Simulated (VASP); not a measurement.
Output of a VASP run:

### OUTCAR
```
 ion  position               nearest neighbor table
   1  0.000  0.000  0.000-   2 2.82   2 2.82   2 2.82   2 2.82
   2  0.250  0.250  0.250-   1 2.82   1 2.82   1 2.82   1 2.82
  LATTYP: Found a face centered cubic cell.
 ALAT       =     6.5154043420
 Subroutine PRICEL returns:
 Original cell was already a primitive cell.
 Subroutine GETGRP returns: Found 24 space group operations
The static configuration has the point symmetry T_d .
The dynamic configuration has the point symmetry T_d .
The overall configuration has the point symmetry T_d .
 Subroutine INISYM returns: Found 24 space group operations
 Subroutine IBZKPT returns following result:
 Found     55 irreducible k-points:

 Following reciprocal coordinates:
            Coordinates               Weight
  0.000000  0.000000  0.000000      1.000000
  0.111111  0.000000  0.000000      4.000000
 -0.111111  0.000000  0.000000      4.000000
  0.222222  0.000000  0.000000      4.000000
 -0.222222  0.000000  0.000000      4.000000
  0.333333  0.000000  0.000000      4.000000
 -0.333333  0.000000  0.000000      4.000000
  0.444444  0.000000  0.000000      4.000000
 -0.444444  0.000000  0.000000      4.000000
  0.111111  0.111111  0.000000      6.000000
  0.222222  0.111111  0.000000     12.000000
 -0.222222 -0.111111  0.000000     12.000000
  0.333333  0.111111  0.000000     12.000000
 -0.333333 -0.111111  0.000000     12.000000
  0.444444  0.111111  0.000000     12.000000
 -0.444444 -0.111111  0.000000     12.000000
 -0.444444  0.111111  0.000000     12.000000
  0.444444 -0.111111  0.000000     12.000000
 -0.333333  0.111111  0.000000     12.000000
  0.333333 -0.111111  0.000000     12.000000
 -0.222222  0.111111  0.000000     12.000000
  0.222222 -0.111111  0.000000     12.000000
 -0.111111  0.111111  0.000000     12.000000
  0.222222  0.222222  0.000000      6.000000
  0.333333  0.222222  0.000000     12.000000
 -0.333333 -0.222222  0.000000     12.000000
  0.444444  0.222222  0.000000     12.000000
 -0.444444 -0.222222  0.000000     12.000000
 -0.444444  0.222222  0.000000     12.000000
  0.444444 -0.222222  0.000000     12.000000
 -0.333333  0.222222  0.000000     12.000000
  0.333333 -0.222222  0.000000     12.000000
 -0.222222  0.222222  0.000000     12.000000
  0.333333  0.333333  0.000000      6.000000
  0.444444  0.333333  0.000000     12.000000
 -0.444444 -0.333333  0.000000     12.000000
 -0.444444  0.333333  0.000000     12.000000
  0.444444 -0.333333  0.000000     12.000000
 -0.333333  0.333333  0.000000     12.000000
  0.444444  0.444444  0.000000      6.000000
   k-points           NKPTS =     55   k-points in BZ     NKDIM =     55   number of bands    NBANDS=     26
   number of dos      NEDOS =    301   number of ions     NIONS =      2
   total plane-waves  NPLWV =  27000
   dimension x,y,z NGX =    30 NGY =   30 NGZ =   30
   dimension x,y,z NGXF=    60 NGYF=   60 NGZF=   60
   ions per type =               1   1
   PREC   = accura    normal or accurate (medium, high low for compatibility)
   ISTART =      0    job   : 0-new  1-cont  2-samecut
   ICHARG =      2    charge: 1-file 2-atom 10-const
   ISPIN  =      1    spin polarized calculation?
   LNONCOLLINEAR =      T non collinear calculations
   LSORBIT =      T    spin-orbit coupling
   INIWAV =      1    electr: 0-lowe 1-rand  2-diag
   ENCUT  =  400.0 eV  29.40 Ry    5.42 a.u.   7.51  7.51  7.51*2*pi/ulx,y,z
   NELM   =    100;   NELMIN=  2; NELMDL= -5     # of ELM steps
   EDIFF  = 0.1E-05   stopping-criterion for ELM
   LREAL  =      F    real-space projection
   NLSPLINE    = F    spline interpolate recip. space projectors
   LMAXMIX     =    6 max onsite mixed and CHGCAR
   VOSKOWN=      0    Vosko Wilk Nusair interpolation
   EDIFFG = 0.1E-04   stopping-criterion for IOM
   NSW    =      0    number of steps for IOM
   NBLOCK =      1;   KBLOCK =      1    inner block; outer block
...
```

### OSZICAR
```
       N       E                     dE             d eps       ncg     rms          rms(c)
DAV:   1     0.992951250271E+02    0.99295E+02   -0.68179E+03  2860   0.970E+02
DAV:   2    -0.129532322451E+00   -0.99425E+02   -0.96074E+02  3108   0.255E+02
DAV:   3    -0.494230333698E+01   -0.48128E+01   -0.47737E+01  3382   0.565E+01
DAV:   4    -0.500746690416E+01   -0.65164E-01   -0.65048E-01  3584   0.574E+00
DAV:   5    -0.500802591027E+01   -0.55901E-03   -0.55899E-03  3296   0.575E-01    0.949E+00
DAV:   6    -0.478677253213E+01    0.22125E+00   -0.52201E-01  3114   0.112E+01    0.693E+00
DAV:   7    -0.478071351849E+01    0.60590E-02   -0.14229E-01  2996   0.285E+00    0.350E+00
DAV:   8    -0.477830954636E+01    0.24040E-02   -0.77062E-03  3106   0.108E+00    0.121E+00
DAV:   9    -0.477797731325E+01    0.33223E-03   -0.89439E-04  3046   0.338E-01    0.334E-01
DAV:  10    -0.477797097028E+01    0.63430E-05   -0.35903E-04  3134   0.250E-01    0.834E-02
DAV:  11    -0.477797359456E+01   -0.26243E-05   -0.22402E-05  3272   0.568E-02    0.316E-02
DAV:  12    -0.477797743949E+01   -0.38449E-05   -0.16583E-05  3014   0.468E-02    0.165E-02
DAV:  13    -0.477797759113E+01   -0.15164E-06   -0.20132E-06  3100   0.125E-02
   1 F= -.47779776E+01 E0= -.47779379E+01  d E =-.793770E-04  mag=    -0.0000     0.0000    -0.0000
       N       E                     dE             ncg
```

OUTCAR:
```
------------------------ aborting loop because EDIFF is reached ----------------------------------------
  FORCE on cell =-STRESS in cart. coord.  units (eV):
  Direction    XX          YY          ZZ          XY          YZ          ZX
  --------------------------------------------------------------------------------------
  Total       -0.1072679     -0.1072679     -0.1072679      0.0000000      0.0000000     -0.0000000
  in kB       -2.4855147     -2.4855147     -2.4855147      0.0000000      0.0000000     -0.0000000
  external PRESSURE =      -2.4855147 kB  Pullay stress =       0.0000000 kB
  volume of cell :       69.15
      direct lattice vectors                 reciprocal lattice vectors
     0.000000000  3.257702171  3.257702171    -0.153482416  0.153482416  0.153482416
     3.257702171  0.000000000  3.257702171     0.153482416 -0.153482416  0.153482416
     3.257702171  3.257702171  0.000000000     0.153482416  0.153482416 -0.153482416
 POSITION                                       TOTAL-FORCE (eV/Angst)
 -----------------------------------------------------------------------------------
      0.00000      0.00000      0.00000         0.000000      0.000000      0.000000
      1.62885      1.62885      1.62885        -0.000000     -0.000000     -0.000000
 -----------------------------------------------------------------------------------
    total drift:                                0.000000      0.000000      0.000000
  FREE ENERGIE OF THE ION-ELECTRON SYSTEM (eV)
  ---------------------------------------------------
  free  energy   TOTEN  =        -4.7779775911 eV

  energy  without entropy=       -4.7778982141  energy(sigma->0) =       -4.77793790

 Ion:    1  E_soc:     -0.5936702

 Ion:    2  E_soc:     -0.2217456
```
(Selected blocks of OUTCAR.)

### POSCAR
```
HgTe
1
    0.0000000000     3.2577021710     3.2577021710
    3.2577021710     0.0000000000     3.2577021710
    3.2577021710     3.2577021710     0.0000000000
Hg Te
1 1
Direct
  0.0000000000   0.0000000000   0.0000000000
  0.2500000000   0.2500000000   0.2500000000
```

Write an INCAR and KPOINTS that could have produced this output.

This is not unique; one that fits is the input of the run itself, PBEsol GGA with spin-orbit coupling, plane waves, VASP's PBE PAW potentials (set 64).

**INCAR**
```
LASPH = T
NELM = 100
LSORBIT = T
SIGMA = 0.05   ! width (eV)
ALGO = Normal
GGA_COMPAT = F
LMAXMIX = 6   ! l cut-off of mixed one-centre charges
LREAL = F
SYSTEM = HgTe
GGA = PS
MAGMOM = 0 0 0 0 0 0
LCHARG = F
ISMEAR = 0   ! Gaussian
LWAVE = F
PREC = Accurate
EDIFF = 1E-6   ! SCF stop (eV)
ENCUT = 400   ! plane-wave cut-off (eV)
```

KPOINTS_OPT:
```
k-points along high-symmetry lines
8
Line-mode
Reciprocal
  0.000000   0.000000   0.000000 ! GAMMA
 -0.500000  -0.500000   0.000000 ! X

 -0.500000  -0.500000   0.000000 ! X
 -0.375000  -0.375000   0.250000 ! U

 -0.375000   0.000000   0.375000 ! K
  0.000000   0.000000   0.000000 ! GAMMA

  0.000000   0.000000   0.000000 ! GAMMA
 -0.000000  -0.000000   0.500000 ! L

 -0.000000  -0.000000   0.500000 ! L
 -0.500000  -0.250000   0.250000 ! W

 -0.500000  -0.250000   0.250000 ! W
 -0.500000  -0.500000   0.000000 ! X
```

### KPOINTS
```
Automatic mesh
0
Gamma
9 9 9
0 0 0
```

POTCAR, in this order: Hg Te (PBE.64 set). Program: vasp_ncl.

The compound is HgTe in the zinc blende structure. It was relaxed first.
